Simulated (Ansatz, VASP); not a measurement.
Zr2TiH6 in VASP and in Ansatz

The input INCAR:

```
ALGO     = Normal         # electronic algorithm
EDIFF    = 1E-7           # SCF threshold, eV
EDIFFG   = -0.04          # ionic threshold
ENCUT    = 600            # plane-wave cutoff, eV
GGA      = PE             # functional
IBRION   = 2              # ionic algorithm
ISIF     = 3              # what is computed and relaxed
ISMEAR   = 0              # smearing method
LASPH    = T              # aspherical terms in the spheres
LCHARG   = F              # write CHGCAR
LREAL    = F              # projectors in reciprocal space
LWAVE    = F              # write WAVECAR
NELM     = 100            # most SCF steps
NSW      = 90             # ionic steps
PREC     = Accurate       # precision mode
SIGMA    = 0.1            # smearing width, eV
```

The input KPOINTS:

```
k-points
0
Gamma
  4 4 4
```

The input POSCAR:

```
Zr2TiH6
1.0
    0.0000000000      4.2650957300      4.2650957300
    4.2650957300      0.0000000000      4.2650957300
    4.2650957300      4.2650957300      0.0000000000
Zr Ti H
2 1 6
Direct
    0.2500000000      0.2500000000      0.2500000000
    0.7500000000      0.7500000000      0.7500000000
    0.0000000000      0.0000000000      0.0000000000
    0.7500000000      0.2500000000      0.2500000000
    0.2500000000      0.7500000000      0.7500000000
    0.2500000000      0.7500000000      0.2500000000
    0.7500000000      0.2500000000      0.7500000000
    0.2500000000      0.2500000000      0.7500000000
    0.7500000000      0.7500000000      0.2500000000
```

Input for Ansatz:

```yaml
crystal:
  lattice:
    - [0.0, 4.26509573, 4.26509573]
    - [4.26509573, 0.0, 4.26509573]
    - [4.26509573, 4.26509573, 0.0]
  atoms:
    - { symbol: Zr, position: [0.25, 0.25, 0.25] }
    - { symbol: Zr, position: [0.75, 0.75, 0.75] }
    - { symbol: Ti, position: [0.0, 0.0, 0.0] }
    - { symbol: H, position: [0.75, 0.25, 0.25] }
    - { symbol: H, position: [0.25, 0.75, 0.75] }
    - { symbol: H, position: [0.25, 0.75, 0.25] }
    - { symbol: H, position: [0.75, 0.25, 0.75] }
    - { symbol: H, position: [0.25, 0.25, 0.75] }
    - { symbol: H, position: [0.75, 0.75, 0.25] }
basis:
  ecutwfc: 420
kpoints:
  mp_grid: { grid: [4, 4, 4] }
hamiltonian:
  xc: pbe
scf:
  occupations: { method: gaussian, width: 0.1 }
  lower_state_search: "off"
output:
  forces: true
  stress: true
  eigenvalues: true
relax:
  adjacent_minimum: "off"
  f_tol: 0.04
  max_steps: 70
  cell: { stress_tol: 0.4 }
```

Change from the starting cell: ordered vacancies on the cation sites of perovskite (Fm-3m, No. 225).

Alike in both runs: task relaxation of cell and atoms; functional PBE; k mesh 4 × 4 × 4; occupations gaussian, width 0.1 eV; no spin polarisation.

```csv
,VASP,Ansatz
version,VASP 6.6.1,Ansatz 0.2.0
potentials or method,"VASP PAW PBE potentials, release 64 (Zr_sv, Ti_sv, H)","scalar-relativistic, plane waves, PAW"
plane-wave cutoff (eV),600,420
valence electrons in the cell,42,42
```

VASP gave:

```
gap on the k mesh at the Fermi level, each at its own relaxed structure (eV) : none
relaxed volume (Å³/atom)                                                     : 8.76
relaxed cell length with the largest relative difference (Å)                 : 4.812
energy change over the relaxation (meV/atom)                                 : -952
```

Q: What did Ansatz give for the same quantities?

A: gap on the k mesh at the Fermi level, each at its own relaxed structure (eV): none; relaxed volume (Å³/atom): 8.74; relaxed cell length with the largest relative difference (Å): 4.810; energy change over the relaxation (meV/atom): -953.

A gap of «none» marks a metal or a gap that the smearing closes.

Caveats: the volume moved by over 15 % at a fixed basis, so the end points are rough (VASP).
